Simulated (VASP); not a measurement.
```xyz
1
Lattice="3.3757 0.0000 0.0000 0.0000 3.3757 0.0000 0.0000 0.0000 3.3757" Properties=species:S:1:pos:R:3 pbc="T T T"
Ce     0.0000     0.0000     0.0000
```
Starting moments (μB, in the order of the record's atoms Ce): 1.0.

The numbers are results of PBE GGA, VASP's PBE PAW potentials (set 64) (plane waves; VASP 6.6.1), not measurements. Run with 300 eV cut-off, 13×13×13 Γ-centred mesh, Fermi-Dirac smearing of 0.10 eV, potentials Ce.

Q: Give the spin-up energies of bands 5 to 10 at the high-symmetry points, in eV from the Fermi level.

A: 
```json
[
 {"band": "5", "Γ": "-3.26", "X": "-1.18", "M": "-2.26", "R": "-1.07"},
 {"band": "6", "Γ": "-1.32", "X": "-0.58", "M": "0.00", "R": "-1.07"},
 {"band": "7", "Γ": "-1.32", "X": "-0.13", "M": "0.00", "R": "-1.07"},
 {"band": "8", "Γ": "0.21", "X": "-0.06", "M": "0.05", "R": "0.12"},
 {"band": "9", "Γ": "0.21", "X": "0.32", "M": "0.38", "R": "0.33"},
 {"band": "10", "Γ": "0.21", "X": "0.32", "M": "0.38", "R": "0.33"}
]
```

Q: Give the spin-down energies of bands 5 to 10 at the high-symmetry points, in eV from the Fermi level.

A: 
```csv
band,Γ,X,M,R
5,-2.75,-0.39,-1.86,-0.55
6,-0.36,0.42,0.75,-0.55
7,-0.36,0.49,0.75,-0.55
8,1.03,0.74,0.94,0.50
9,1.03,1.08,1.01,1.04
10,1.03,1.10,1.14,1.04
```

It has no gap at this level: it comes out as a metal or semimetal.

The structure was generated: Ce was put into an ordered model structure, which need not be its known phase. The cell was not relaxed at this level. VASP warned that the highest band is occupied, so more bands are needed.
